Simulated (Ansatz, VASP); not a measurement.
# TiB2 in two plane-wave programs, part 2 of 2

Wanted: the spread between two codes on one cell, functional and k mesh. The cell is taken from a series of runs on this material, whose earlier steps may have relaxed, scaled, displaced or heated it; both programs get it as it stands.

VASP 6.6.1 and Ansatz 0.2.0.

So far: Set-up; VASP: zone-centre phonons, LDA.

## 3. Ansatz: zone-centre phonons, LDA

Level of this step: Ansatz beside VASP: Kohn-Sham DFT, plane waves, LDA (Ansatz).

Ansatz runs on its PAW soft_1 files.

The same cell, functional (in two slightly different forms), mesh and smearing now go to Ansatz, which takes its cutoff from its data sets.

input.yaml

```yaml
crystal:
  lattice:
    - [2.9759363319, 0.0, 0.0]
    - [-1.487968166, 2.5772364635, 0.0]
    - [0.0, 0.0, 3.1336802903]
  atoms:
    - { symbol: B, position: [0.3333333333, 0.6666666667, 0.5] }
    - { symbol: B, position: [0.6666666667, 0.3333333333, 0.5] }
    - { symbol: Ti, position: [0.0, 0.0, 0.0] }
kpoints:
  mp_grid: { grid: [18, 18, 16] }
hamiltonian:
  xc: lda
  pseudopotentials: { kind: paw, azcp: { folder: soft_1 }, xc_functional: pbe }
scf:
  occupations: { method: methfessel_paxton, width: 0.2 }
output:
  eigenvalues: true
phonons:
  method: dfpt
```

Command:

```console
ansatz run input.yaml --threads 4 --pin off --max-ram 10240MiB --backend cpu --events-out ev --progress --plain --runs-dir out
```

Numbers of over 12 decimals in the logs are rounded to 6 here.

The program printed:

```text
zone centre: on kpoints.mp_grid the ground state, and the responses unless they are solved on pairs of k-points, stand on 819 of the mesh's 5184 k-points, reduced under 4 symmetry operations, with k and −k counted as one. Each operation leaves every solved displacement unchanged or reverses it
Engine: ansatz 0.2.0, x86_64-unknown-linux-gnu
Pseudopotentials: kind: paw
Pseudopotential: B, paw, valence charge 3, recommended cutoff 420 eV (normal), soft_1/B.paw.azcp
Pseudopotential: Ti, paw, valence charge 12, recommended cutoff 420 eV (normal), soft_1/Ti.paw.azcp
Functional definition: SPW92
  exchange = slater_x
  correlation = pw_c
Crystal: 3 atoms, lattice volume = 24.034 Å³
Basis set: ecut = 420 eV, 455 PW (Γ), exchange–correlation on 40×40×48 points (8 copies of the dense FFT grid, shifted against one another)
Bands: 13, of which v1, the nominal top of the filled ones, is band 9 counted from 1 (8 counted from 0)
Symmetry: 24 space group operations
k-points: 819 of 5184 (irreducible under 4 space group operations, time reversal used)
Non-local potential: B, projectors of the file, l = 0: 2, l = 1: 2, l = 2: 1
Non-local potential: Ti, projectors of the file, l = 0: 3, l = 1: 2, l = 2: 3, l = 3: 1
PAW form: soft (Blöchl's): semilocal exchange-correlation on the pseudo side does not see the compensation charge
PAW frozen core: B, regenerated for the run's functional, and the local potential with it (the file was generated under x = pbe(κ = 0.804, μ = 0.219515), c = pbe(β = 0.066725))
PAW frozen core: Ti, regenerated for the run's functional, and the local potential with it (the file was generated under x = pbe(κ = 0.804, μ = 0.219515), c = pbe(β = 0.066725))
PAW one-centre angular grid: B, 110 points (default); XC on 64 Gauss nodes
PAW one-centre angular grid: Ti, 590 points (default); XC on 64 Gauss nodes
Initial density: superposition of atomic densities (chi_scale 0.1, normalization cell, long waves kept (reshape's long-wave potential 0.00 eV rms))
Initial wavefunctions: pseudopotential atomic-orbital guess
Functional: x = slater, c = lda
SCF iter   1: F=—  HF=-2754.578503 eV  |F-HF|=—  |Δ(HF+E_count)|=         —  Δρ=1.14e-1  dr2=4.89e0  ethr=3.10e-3  ⟨swp⟩=4.4  Hψ=50387  notcnv=0
preconditioner: auto → none  [metal: Δε(μ)=0.005 eV  Ē_g=9.819 eV  σ=0.200 eV  W_gap=0.02  n_scr=8 (ndim 8)  ℏωp=24.0 eV  f_vac=0.000  D(μ)=0.39/eV (n_scr^D=0)  sad-step TF]
SCF iter   2: F=—  HF=-2753.906804 eV  |F-HF|=—  |Δ(HF+E_count)|=   6.72e-1  S|Δr|=    0.00e0  Δρ=7.65e-2  dr2=2.35e0  ethr=3.10e-3  ⟨swp⟩=2.0  Hψ=20351  notcnv=0
SCF iter   3: F=—  HF=-2753.307845 eV  |F-HF|=—  |Δ(HF+E_count)|=   5.99e-1  S|Δr|=    0.00e0  Δρ=9.16e-3  dr2=2.30e-2  ethr=3.10e-3  ⟨swp⟩=3.1  Hψ=20781  notcnv=0
SCF iter   4: F=—  HF=-2753.305613 eV  |F-HF|=—  |Δ(HF+E_count)|=   2.23e-3  S|Δr|=    0.00e0  Δρ=1.08e-3  dr2=3.09e-4  ethr=1.28e-4  ⟨swp⟩=1.9  Hψ=18973  notcnv=0
SCF iter   5: F=—  HF=-2753.305622 eV  |F-HF|=—  |Δ(HF+E_count)|=   8.96e-6  S|Δr|=    0.00e0  Δρ=3.58e-4  dr2=5.03e-5  ethr=1.71e-6  ⟨swp⟩=2.0  Hψ=14736  notcnv=0
SCF iter   6: F=—  HF=-2753.305612 eV  |F-HF|=—  |Δ(HF+E_count)|=   9.98e-6  S|Δr|=    0.00e0  Δρ=7.82e-5  dr2=1.58e-6  ethr=2.79e-7  ⟨swp⟩=2.4  Hψ=15363  notcnv=0
SCF iter   7: F=—  HF=-2753.305612 eV  |F-HF|=—  |Δ(HF+E_count)|=   5.27e-7  S|Δr|=    0.00e0  Δρ=5.30e-6  dr2=8.52e-9  ethr=8.77e-9  ⟨swp⟩=2.8  Hψ=16350  notcnv=0
SCF iter   8: F=—  HF=-2753.305612 eV  |F-HF|=—  |Δ(HF+E_count)|=   2.72e-9  S|Δr|=    0.00e0  Δρ=7.61e-7  dr2=1.52e-10  ethr=4.73e-11  ⟨swp⟩=2.1  Hψ=14713  notcnv=0
SCF iter   9: F=-2753.305612 eV  HF=-2753.305612 eV  |F-HF|=5.46e-12  |Δ(HF+E_count)|=  3.37e-11  S|Δr|=    0.00e0  Δρ=1.43e-7  dr2=5.72e-12  ethr=1.00e-12  ⟨swp⟩=5.3  Hψ=40152  notcnv=0
SCF 1 converged in 9 iterations: F = -2753.305612 eV  dr2 = 5.72e-12
  greatest PAW one-centre occupation: 0.998 electrons in one spin orbital (limit 2), on the Ti atom at site 2 (counted from 0), in its partial waves of l = 0
DFPT response loops at Γ: preconditioner auto → Kerker (q_TF=auto, 2.600 Å⁻¹) (partly filled bands, converged f_vac=0.000); β = 1.00, the filter's whole step (`scf.mixing.beta` (0.50) is not read by the response loops under this deck's `scf.mixing.preconditioner`; to damp them name `kerker` or `kerker_dos`, under which they read `scf.mixing.beta`, and type it under 1.00, their step now; both keys bind the ground state too); Broyden in place of MSR1
SCF converged after 9 iterations
Stability not checked: this state was not tested for a lower state beside it, because cold or Methfessel-Paxton smearing, or corrected tetrahedra, fill the levels in a way that the test cannot read (fill_not_monotonic; see scf.lower_state_search)
Free energy (F): -2753.305612 eV
Harris-Foulkes:  -2753.305612 eV  (|F-HF|=5.46e-12)
Internal energy: -2753.306032 eV  (E = F + TS)
E sigma→0 (E₀):  -2753.305717 eV
Entropy (-TS):   0.000420 eV (0.140 meV/atom)
Fermi energy:    15.904284 eV
--- Per-component energies (eV) ---
  E_band       = -77.799166
  E_kinetic    = 388.921781
  E_local      = -808.589996  (includes V_loc(G=0)·N_el)
  E_nonlocal   = 81.690031
  E_hartree    = 334.701619
  E_xc         = -184.957973
  E_vxc        = -228.002207  (∫ρ·V_xc dr)
  E_paw        = -1138.601055  (= ΣΔE_a)
  E_vpaw       = -181.222032  (= ΣTr[D̂ρ^β])
  E_aug_tail   = -0.000060  (compensation charges beyond the density's cutoff)
  E_ewald      = -1426.887998
  E_core_change = 0.417619  (= ΣΔE_core)
  E_smearing   = 0.000420  (= −TS)
  E_closure    = 0.000000  (closes the sum)
  Σ components = -2753.305612   (vs F -2753.305612, Δ=0.00e0)
--- Band table (eV; the first three rows and the last of 819) ---
  k-point 0: bands = [... 5 lower, 13.0501, 13.0501, 13.6232, 13.7318, 17.9560, 17.9560, 19.9014, 19.9014]
  k-point 1: bands = [... 5 lower, 12.8726, 13.0947, 13.0947, 14.4308, 17.7926, 17.7926, 19.7991, 19.7991]
  k-point 2: bands = [... 5 lower, 12.0303, 13.2281, 13.2281, 15.1298, 17.4004, 17.4004, 19.5054, 19.5054]
  k-point 818: bands = [... 5 lower, 8.6076, 10.4879, 11.7632, 12.9950, 18.5872, 19.3224, 20.0917, 20.9316]
--- Phonons (Γ-DFPT): 4 representative perturbations + reference, on 819 of 5184 k-points (Σ response iterations 12) ---
  k mesh reduced under 4 symmetry operations, with k and −k counted as one. Each operation leaves every solved displacement unchanged or reverses it
  ASR residual: 6.286e-5 → 0.000e0 eV/Å²; symmetrization residual: 4.713e-7 eV/Å²
  ASR residual per site (eV/Å²): 1.15e-6 1.15e-6 6.29e-5
  Γ frequencies (cm⁻¹): 0.00 0.00 0.00 550.48 550.48 561.23 581.72 939.35 939.35
  non-analytic LO–TO correction: not included (Born effective charges unavailable; polar crystals: no LO–TO splitting at Γ)
```

## 4. Side by side

Known differences besides the potentials themselves: the cutoff is 420 eV in Ansatz and 500 eV in VASP; VASP's log shows a relativistic correction to its local exchange, Ansatz's none. Total energies have different zeros and are not compared.

The two programs side by side:

| quantity | Ansatz | VASP | difference |
| --- | --- | --- | --- |
| optical mode 1 to 2 (cm⁻¹) | 550.5 | 550.7 | -0.04 % |
| optical mode 3 (cm⁻¹) | 561.2 | 562.0 | -0.14 % |
| optical mode 4 (cm⁻¹) | 581.7 | 582.8 | -0.19 % |
| optical mode 5 to 6 (cm⁻¹) | 939.4 | 940.3 | -0.11 % |

Modes are paired by rising frequency, not by their patterns, so a pair may set unlike modes beside each other; they are those without the splitting of longitudinal modes.

## 5. Results

```json
{"r.m.s. difference of the optical zone-centre modes, each program's sorted by frequency (zone-centre phonons, LDA)": "0.80 cm⁻¹"}
```

The r.m.s. difference of the optical zone-centre modes, each program's sorted by frequency is 0.80 cm⁻¹ (zone-centre phonons, LDA). How closely two codes agree says nothing of how well the functional describes the real material.

[Lines on the potential files, build, host, timing and source positions are cut from VASP's logs without a mark.]

[Logs are printed without paths, hosts, clocks, repeated set-up lines and the standing remarks that a program may print on its own settings, such as how far it seeks lower states.]

[Hosts, paths, dates, database ids (printed as entryN), source tags and the programs' standing remarks are cut or masked in the printed files.]
